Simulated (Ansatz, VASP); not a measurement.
# Cross-check of Se between VASP and Ansatz

Aim: how closely do two programs agree when they are given the same cell, functional and k mesh? The structure shown is frame 88 of Ansatz's trajectory.

Method: plane waves, with VASP 6.6.1 beside it; single point at LDA, in Ansatz 0.2.0.

### 1. The structure

The cell holds 36 atoms: 36 Se. Its edges and angles: a = 10.316 Å, b = 10.316 Å, c = 10.316 Å, α = 90.0°, β = 90.0°, γ = 90.0°. Kind glass; density_g_cm3 4.3; melt_temperature_k 1200; route random start, relaxed, short melt, two cooling runs, relaxed.

### 2. Ansatz: dynamics, LDA

Ansatz runs on its PAW soft_1 files.

One frame of this run of dynamics is then solved in both programs, so the motion causes no difference.

File input.yaml:

```yaml
crystal:
  lattice:
    - [10.3162132377, 0.0, 0.0]
    - [0.0, 10.3162132377, 0.0]
    - [0.0, 0.0, 10.3162132377]
  atoms:
    - { symbol: Se, position: [0.0309323623, 0.1900590605, 0.9696968907] }
    - { symbol: Se, position: [0.5939674069, -0.0121430247, 0.7695145776] }
    - { symbol: Se, position: [0.5153260256, 0.2996980537, 0.8453962475] }
    - { symbol: Se, position: [0.0717100611, 0.3363285386, 0.4028647709] }
    - { symbol: Se, position: [0.3160411791, 0.5570724028, 0.6744901252] }
    - { symbol: Se, position: [1.2843792628, 0.2274907382, 0.4520734623] }
    - { symbol: Se, position: [0.4499389566, 0.1115363201, -0.017681324] }
    - { symbol: Se, position: [0.8290409618, 0.3746846975, 0.3333694972] }
    - { symbol: Se, position: [0.5540516815, 0.508952644, 0.3799271009] }
    - { symbol: Se, position: [0.7150383021, 0.1779668123, 0.7735805447] }
    - { symbol: Se, position: [0.1756825689, 0.7225790806, 0.7668164027] }
    - { symbol: Se, position: [0.6232528057, 0.6928523378, 0.5778218111] }
    - { symbol: Se, position: [0.8031455076, 0.9514279912, 0.1072809254] }
    - { symbol: Se, position: [0.1852887724, 0.9164876338, 0.0840236427] }
    - { symbol: Se, position: [0.2586771799, 0.6942173377, 0.1434944576] }
    - { symbol: Se, position: [0.6807014608, 0.9172918027, 0.5715395789] }
    - { symbol: Se, position: [0.833331004, 0.2930232743, 0.9875816663] }
    - { symbol: Se, position: [0.5550611798, 0.7318329176, 0.9672096853] }
    - { symbol: Se, position: [0.3255812873, 0.1946676891, 0.2075401368] }
    - { symbol: Se, position: [0.2999243506, 0.9480887639, -0.1084933796] }
    - { symbol: Se, position: [0.2851220696, 0.421367129, 0.8664918114] }
    - { symbol: Se, position: [0.8508206498, 0.366259212, 0.5600690801] }
    - { symbol: Se, position: [0.2710023564, 0.4693320839, 0.4057352101] }
    - { symbol: Se, position: [0.8706778938, 0.5816836032, 0.8525561252] }
    - { symbol: Se, position: [0.9591258897, 1.0134496516, 0.8051066631] }
    - { symbol: Se, position: [0.5389284634, 0.3876797675, 0.162682876] }
    - { symbol: Se, position: [0.0989960286, 0.626911592, 0.9604349083] }
    - { symbol: Se, position: [0.6681676746, 0.5716788002, 1.0901900478] }
    - { symbol: Se, position: [0.8542888668, 0.6259096543, 0.6256491859] }
    - { symbol: Se, position: [0.4030007521, 0.7921251397, 0.4179375045] }
    - { symbol: Se, position: [0.55243821, 0.4080663256, 0.594244228] }
    - { symbol: Se, position: [-0.009102172, 0.9775360162, 0.5770596636] }
    - { symbol: Se, position: [0.7024629406, 0.1658318107, 0.1386212346] }
    - { symbol: Se, position: [0.1917301289, 0.3436987488, 0.1071920417] }
    - { symbol: Se, position: [0.1889262938, 0.8954687566, 0.5115002912] }
    - { symbol: Se, position: [0.5726454102, 0.8708437815, 1.1407048445] }
kpoints:
  mp_grid: { grid: [1, 1, 1] }
scf:
  occupations: { method: fermi_dirac, width: 0.1 }
  n_extra_bands: 24
hamiltonian:
  xc: lda
  pseudopotentials: { kind: paw, azcp: { folder: soft_1 }, xc_functional: pbe }
output:
  forces: true
basis:
  ecutwfc: 320
md:
  timestep: 2.5
  n_steps: 264
  ensemble: nvt_langevin
  temperature: 300
  seed: 1
```

Launch:

```bash
$ ansatz run input.yaml --threads 8 --pin off --max-ram 23552MiB --backend cpu --events-out ev --progress --plain --runs-dir out
```

Numbers of over 12 decimals in the logs are rounded to 6 here.

What it wrote:

```text
Warning: md: disabling space-group detection — thermal motion breaks the input geometry's symmetry, so no spatial operation reduces the k-mesh or symmetrises the density; time reversal is kept, so that k and −k are solved as one point where they differ and the mesh holds both, and exact exchange and, on two spinor components, a DFT+U term hold to it where the run has them: on two components no moment then forms, and  [...]
Warning: basis.ecutwfc = 320 eV is below the records' recommended 420 eV, and the density's cutoff is lower with it unless basis.ecutrho_ratio is high enough to keep the records' density cutoff: compare with a run at a higher cutoff
scf.n_extra_bands = 24 over 288 filled bands (N_el = 576.0): the run solves 312 bands
Engine: ansatz 0.2.0, aarch64-unknown-linux-gnu
Pseudopotentials: kind: paw
Pseudopotential: Se, paw, valence charge 16, recommended cutoff 420 eV (normal), soft_1/Se.paw.azcp
Functional definition: SPW92
  exchange = slater_x
  correlation = pw_c
Crystal: 36 atoms, lattice volume = 1097.895 Å³
Basis set: ecut = 320 eV, 14243 PW (Γ)
Bands: 312, of which v1, the nominal top of the filled ones, is band 288 counted from 1 (287 counted from 0)
Symmetry: 1 space group operations
k-points: 1
Non-local potential: Se, projectors of the file, l = 0: 2, l = 1: 2, l = 2: 3, l = 3: 1
PAW form: soft (Blöchl's): semilocal exchange-correlation on the pseudo side does not see the compensation charge
PAW frozen core: Se, regenerated for the run's functional, and the local potential with it (the file was generated under x = pbe(κ = 0.804, μ = 0.219515), c = pbe(β = 0.066725))
PAW one-centre angular grid: Se, 590 points (default); XC on 64 Gauss nodes
Initial density: superposition of atomic densities (chi_scale 0.1, normalization cell)
Initial wavefunctions: pseudopotential atomic-orbital guess
Functional: x = slater, c = lda
SCF iter   1: F=—  HF=-193788.536251 eV  |F-HF|=—  |Δ(HF+E_count)|=         —  Δρ=2.36e-2  dr2=1.01e1  ethr=3.10e-3  ⟨swp⟩=5.0  Hψ=1112  notcnv=0
preconditioner: auto → LDOS  [metal: Δε(μ)=0.115 eV  Ē_g=7.874 eV  σ=0.100 eV  W_gap=0.27  n_scr=256 (ndim 8)  ℏωp=16.5 eV  f_vac=0.198  D(μ)=12.81/eV (n_scr^D=56)  β→1.0]
SCF iter   2: F=—  HF=-193788.020748 eV  |F-HF|=—  |Δ(HF+E_count)|=   5.16e-1  Δρ=1.81e-2  dr2=1.38e1  ethr=1.76e-3  ⟨swp⟩=3.0  Hψ=513  notcnv=0
SCF iter   3: F=—  HF=-193786.452049 eV  |F-HF|=—  |Δ(HF+E_count)|=    1.57e0  Δρ=3.38e-3  dr2=4.07e-1  ethr=1.76e-3  ⟨swp⟩=4.0  Hψ=413  notcnv=0
SCF iter   4: F=—  HF=-193786.396312 eV  |F-HF|=—  |Δ(HF+E_count)|=   5.57e-2  Δρ=1.06e-3  dr2=3.47e-2  ethr=7.06e-5  ⟨swp⟩=2.0  Hψ=466  notcnv=0
SCF iter   5: F=—  HF=-193786.390998 eV  |F-HF|=—  |Δ(HF+E_count)|=   5.31e-3  Δρ=4.03e-4  dr2=5.56e-3  ethr=6.02e-6  ⟨swp⟩=2.0  Hψ=403  notcnv=0
SCF iter   6: F=—  HF=-193786.390158 eV  |F-HF|=—  |Δ(HF+E_count)|=   8.41e-4  Δρ=1.44e-4  dr2=6.83e-4  ethr=9.65e-7  ⟨swp⟩=2.0  Hψ=399  notcnv=0
SCF iter   7: F=—  HF=-193786.390045 eV  |F-HF|=—  |Δ(HF+E_count)|=   1.12e-4  Δρ=5.59e-5  dr2=8.59e-5  ethr=1.19e-7  ⟨swp⟩=2.0  Hψ=404  notcnv=0
SCF iter   8: F=—  HF=-193786.390040 eV  |F-HF|=—  |Δ(HF+E_count)|=   5.33e-6  Δρ=2.19e-5  dr2=1.28e-5  ethr=1.49e-8  ⟨swp⟩=2.0  Hψ=394  notcnv=0
SCF iter   9: F=—  HF=-193786.390614 eV  |F-HF|=—  |Δ(HF+E_count)|=   5.74e-4  Δρ=8.28e-6  dr2=2.26e-6  ethr=2.23e-9  ⟨swp⟩=2.0  Hψ=385  notcnv=0
SCF iter  10: F=—  HF=-193786.390613 eV  |F-HF|=—  |Δ(HF+E_count)|=   3.00e-7  Δρ=3.24e-6  dr2=2.97e-7  ethr=3.92e-10  ⟨swp⟩=2.0  Hψ=385  notcnv=0
SCF iter  11: F=—  HF=-193786.390613 eV  |F-HF|=—  |Δ(HF+E_count)|=   3.89e-8  Δρ=1.29e-6  dr2=4.96e-8  ethr=5.16e-11  ⟨swp⟩=2.0  Hψ=388  notcnv=0
SCF iter  12: F=-193786.390613 eV  HF=-193786.390613 eV  |F-HF|=5.41e-9  |Δ(HF+E_count)|=   6.93e-9  Δρ=5.25e-7  dr2=6.56e-9  ethr=6.25e-12  ⟨swp⟩=4.0  Hψ=1043  notcnv=0
SCF 1 converged in 12 iterations: F = -193786.390613 eV  dr2 = 6.56e-9
  greatest PAW one-centre occupation: 1.000 electrons in one spin orbital (limit 2), on the Se atom at site 11 (counted from 0), in its partial waves of l = 2
md step     0: t =     0.00 fs  T =     0.0 K  F+E_penalty+E_count = -193786.39061339 eV  E_kin = 0.000000 eV  (12 SCF iters)
[... from here on, the SCF cycles and remarks between the steps are left out ...]
md step    85: t =   212.50 fs  T =   258.9 K  F+E_penalty+E_count = -193788.32473583 eV  E_kin = 1.204799 eV  (5 SCF iters)
md step    86: t =   215.00 fs  T =   253.7 K  F+E_penalty+E_count = -193788.30044625 eV  E_kin = 1.180446 eV  (5 SCF iters)
md step    87: t =   217.50 fs  T =   240.5 K  F+E_penalty+E_count = -193788.28266242 eV  E_kin = 1.118972 eV  (5 SCF iters)
md step    88: t =   220.00 fs  T =   226.3 K  F+E_penalty+E_count = -193788.27236253 eV  E_kin = 1.053251 eV  (5 SCF iters)
md step    89: t =   222.50 fs  T =   207.9 K  F+E_penalty+E_count = -193788.26960711 eV  E_kin = 0.967259 eV  (5 SCF iters)
md step    90: t =   225.00 fs  T =   219.2 K  F+E_penalty+E_count = -193788.27421468 eV  E_kin = 1.020124 eV  (7 SCF iters)
md step    91: t =   227.50 fs  T =   237.9 K  F+E_penalty+E_count = -193788.28855497 eV  E_kin = 1.107252 eV  (5 SCF iters)
md step    92: t =   230.00 fs  T =   242.7 K  F+E_penalty+E_count = -193788.31160072 eV  E_kin = 1.129473 eV  (5 SCF iters)
SCF iter   1: F=—  HF=-193788.339752 eV  |F-HF|=—  |Δ(HF+E_count)|=         —  Δρ=7.22e-5  dr2=8.71e-5  ethr=1.43e-7  ⟨swp⟩=3.0  Hψ=992  notcnv=0
preconditioner: auto → LDOS  [insulator: Δε(μ)=0.414 eV  Ē_g=7.962 eV  σ=0.100 eV  W_gap=0.77  n_scr=256 (ndim 8)  ℏωp=16.5 eV  f_vac=0.212  D(μ)=6.52/eV (n_scr^D=18)  ε∞_Penn≈5.3  β→1.0]
SCF iter   2: F=—  HF=-193788.339754 eV  |F-HF|=—  |Δ(HF+E_count)|=   2.19e-6  Δρ=4.86e-5  dr2=9.14e-5  ethr=1.51e-8  ⟨swp⟩=2.0  Hψ=477  notcnv=0
SCF iter   3: F=—  HF=-193788.339738 eV  |F-HF|=—  |Δ(HF+E_count)|=   1.62e-5  Δρ=1.42e-5  dr2=8.62e-6  ethr=1.51e-8  ⟨swp⟩=2.0  Hψ=399  notcnv=0
SCF iter   4: F=—  HF=-193788.340317 eV  |F-HF|=—  |Δ(HF+E_count)|=   5.79e-4  Δρ=3.18e-6  dr2=2.24e-7  ethr=1.50e-9  ⟨swp⟩=2.0  Hψ=402  notcnv=0
SCF iter   5: F=—  HF=-193788.340317 eV  |F-HF|=—  |Δ(HF+E_count)|=   4.00e-8  Δρ=1.35e-6  dr2=5.49e-8  ethr=6.25e-12  ⟨swp⟩=4.0  Hψ=1183  notcnv=0
SCF iter   6: F=-193788.340317 eV  HF=-193788.340317 eV  |F-HF|=3.32e-9  |Δ(HF+E_count)|=   6.96e-9  Δρ=5.01e-7
```

### 3. VASP: single point, LDA

The same cell, functional (in two slightly different forms), mesh and smearing now go to VASP, with its own data sets.

Lines of VASP's logs that name or quote its potential files are left out, and so is its time.

File INCAR:

```
SYSTEM = Se
PREC = Accurate
ENCUT = 400
EDIFF = 1E-06
NELM = 120
ISMEAR = -1
SIGMA = 0.1
LREAL = Auto
ALGO = Normal
GGA = CA
NBANDS = 136
LORBIT = 11
LWAVE = .FALSE.
LCHARG = .FALSE.
ISIF = 2
LASPH = .TRUE.
GGA_COMPAT = .FALSE.
EFERMI = MIDGAP
```

File POSCAR:

```
Se
1.0
   10.3162132377      0.0000000000      0.0000000000
    0.0000000000     10.3162132377      0.0000000000
    0.0000000000      0.0000000000     10.3162132377
Se
36
Direct
    0.0231519061      0.1835799587      0.9861731980
    0.6044169364      0.9640697617      0.7648855077
    0.5262805135      0.2958861871      0.8580857914
    0.0496317775      0.3289855417      0.4069241206
    0.3169424599      0.5728437232      0.6713867618
    0.3019062994      0.2488697103      0.4446262300
    0.4660986439      0.1054852178      0.9643674484
    0.8343435524      0.3928666369      0.3432146969
    0.5397407820      0.4915329766      0.3606486134
    0.7210910465      0.1682205437      0.7841239623
    0.1588123435      0.7460184103      0.7727944175
    0.5850675884      0.7284762177      0.5529871154
    0.7739156623      0.9558990080      0.1464334795
    0.1658217953      0.9020994221      0.1099384022
    0.2555986329      0.7203342766      0.1865753407
    0.6718792875      0.9386625477      0.5486464723
    0.8406595327      0.3285899508      0.0190452405
    0.5882747729      0.6972613724      0.9757756813
    0.3694149115      0.1938849027      0.1710865178
    0.2790846732      0.9480729774      0.9040232131
    0.2848613083      0.4249937355      0.8297785052
    0.8138650110      0.3780809790      0.5615381213
    0.2549654548      0.4631299189      0.4095133459
    0.8713985251      0.5907612473      0.8534298194
    0.9255546372      0.9806525677      0.8240646838
    0.5341740107      0.3985505054      0.1238450554
    0.0946904622      0.5922956282      0.9478500274
    0.6991652687      0.5517795017      0.1117032709
    0.8803988237      0.6114210568      0.6353220750
    0.3699382624      0.7832332285      0.4302316071
    0.5653125682      0.3868776176      0.5619709351
    0.9539990121      0.9649736556      0.6055925615
    0.7001136787      0.1625163189      0.1555722011
    0.2057757000      0.3180674851      0.0941304699
    0.1804867694      0.8561227649      0.5586280418
    0.5644663275      0.8510162399      0.1358645590
```

File KPOINTS:

```
Automatic mesh
0
Gamma
1 1 1
0 0 0
```

The projector-augmented-wave data sets are Se (LDA family, release 64).

Launch:

```bash
$ mpirun -np 4 vasp_gam
```

What it wrote:

```text
[banner, memory and clock lines left out]
running    4 mpi-ranks, on    1 nodes
[...]
LDA part: xc-table for (Slater(with rela. corr.)+CA(PZ))
 , standard interpolation
 POSCAR, INCAR and KPOINTS ok, starting setup
[...]
entering main loop
       N       E                     dE             d eps       ncg     rms          rms(c)
DAV:   1     0.170463019300E+04    0.17046E+04   -0.84340E+04   272   0.114E+03
DAV:   2     0.721053106192E+02   -0.16325E+04   -0.15705E+04   368   0.233E+02
DAV:   3    -0.134465985013E+03   -0.20657E+03   -0.20150E+03   312   0.889E+01
DAV:   4    -0.142526370302E+03   -0.80604E+01   -0.79330E+01   368   0.182E+01
[...]
DAV:  14    -0.140899652031E+03   -0.10161E-04   -0.10205E-05   328   0.671E-03    0.502E-03
DAV:  15    -0.140899654959E+03   -0.29283E-05   -0.24322E-06   232   0.338E-03    0.322E-03
DAV:  16    -0.140899655821E+03   -0.86148E-06   -0.84885E-07   184   0.190E-03
   1 F= -.14089966E+03 E0= -.14076385E+03  d E =-.271618E+00
```

Parts of OUTCAR (step 3):

```text
  Total       -3.5807545     -1.0041044     -4.0994680     -1.0624517     -1.4800761     -3.5167457
  in kB       -5.2254561     -1.4653066     -5.9824235     -1.5504539     -2.1599003     -5.1320469
  external PRESSURE =      -4.2243954 kB  Pullay stress =       0.0000000 kB

 POSITION                                       TOTAL-FORCE (eV/Angst)
 -----------------------------------------------------------------------------------
      0.23884      1.89385     10.17357        -0.252255      0.354160     -0.044747
      6.23529      9.94555      7.89072         0.180987      0.898711     -0.066582
      5.42922      3.05243      8.85220        -0.246045      0.778646     -0.706357
      0.51201      3.39389      4.19792         0.850273     -0.043883      0.520820
      3.26965      5.90958      6.92617        -0.102319     -0.242786     -0.045593
      3.11453      2.56739      4.58686        -0.175415      0.348146     -0.069324
      4.80837      1.08821      9.94862         0.000403     -0.878767      0.245271
      8.60727      4.05290      3.54068        -0.513322      0.153898     -0.883648
      5.56808      5.07076      3.72053         0.345501      0.315036      0.248594
      7.43893      1.73540      8.08919         0.247781     -0.696856      0.529299
      1.63834      7.69608      7.97231        -0.223794     -0.159200      0.452697
      6.03568      7.51512      5.70473        -0.027001      0.255418     -0.646693
      7.98388      9.86126      1.51064         0.145463     -0.638571     -0.009487
      1.71065      9.30625      1.13415         0.056015      0.834396     -0.792951
[...]
-----------------------------------------------------------------------------------
    total drift:                                0.041016     -0.004664     -0.008460

  FREE ENERGIE OF THE ION-ELECTRON SYSTEM (eV)
  ---------------------------------------------------
  free  energy   TOTEN  =      -140.8996558207 eV

  energy  without entropy=     -140.6280374875  energy(sigma->0) =     -140.76384665

[... 3 further parts left out ...]
[key lines of the parts left out:]
E-fermi :   2.0698
```

The run ends at a pressure of -0.42 GPa, with forces up to 1.2 eV/Å.

### 4. Side by side

Known differences besides the potentials themselves: the two LDA forms differ slightly; the data sets hold 576 valence electrons in Ansatz (on its PAW soft_1 files) and 216 in VASP; the cutoff is 320 eV in Ansatz and 400 eV in VASP (PREC = Accurate, projectors in real space); VASP's log shows a relativistic correction to its local exchange, Ansatz's none; Ansatz's log warns that its cutoff lies below the recommended one. Total energies have different zeros and are not compared.

Forces on 9 of the 36 atoms, those with the largest forces and the largest differences (eV/Å; atoms numbered as in POSCAR):

```
atom         Ansatz x, y, z           VASP x, y, z
 Se2   0.222, 0.921, -0.113   0.181, 0.899, -0.067
 Se3  -0.253, 0.736, -0.683  -0.246, 0.779, -0.706
 Se4   0.835, -0.027, 0.514   0.850, -0.044, 0.521
 Se8  -0.481, 0.138, -0.823  -0.513, 0.154, -0.884
Se14   0.097, 0.798, -0.802   0.056, 0.834, -0.793
Se17  0.417, -1.163, -0.029  0.410, -1.141, -0.028
Se18  -0.100, 0.110, -0.081  -0.118, 0.105, -0.143
Se19  -0.143, -0.577, 0.941  -0.101, -0.610, 0.973
Se33  -0.018, 0.927, -0.003   -0.039, 0.961, 0.015
```

The forces differ by 27 meV/Å r.m.s., which is 6.6 % of the r.m.s. force of 0.408 eV/Å (both taken over all components).

### 5. Summary of results

```
r.m.s. force difference (single point, LDA) : 6.6 % of the r.m.s. force
```

**Reading.** The r.m.s. force difference is 6.6 % of the r.m.s. force (single point, LDA), beyond the 3 % picked in this series as the mark of a large difference. The data sets hold unlike numbers of valence electrons (576 in Ansatz and 216 in VASP), so part of the differences comes from the potentials. Ansatz's own log doubts the convergence of its single point, LDA run, which may account for the difference. 2 further runs of this series are not shown here. Such differences can come from data sets, numerical settings and the points named under the comparisons, not from the functional's error against experiment.

[Lines on the potential files, build, host, timing and source positions are cut from VASP's logs without a mark.]

[Logs are printed without paths, hosts, clocks, repeated set-up lines and the standing remarks that a program may print on its own settings, such as how far it seeks lower states.]

[Hosts, paths, dates, database ids (printed as entryN), source tags and the programs' standing remarks are cut or masked in the printed files.]
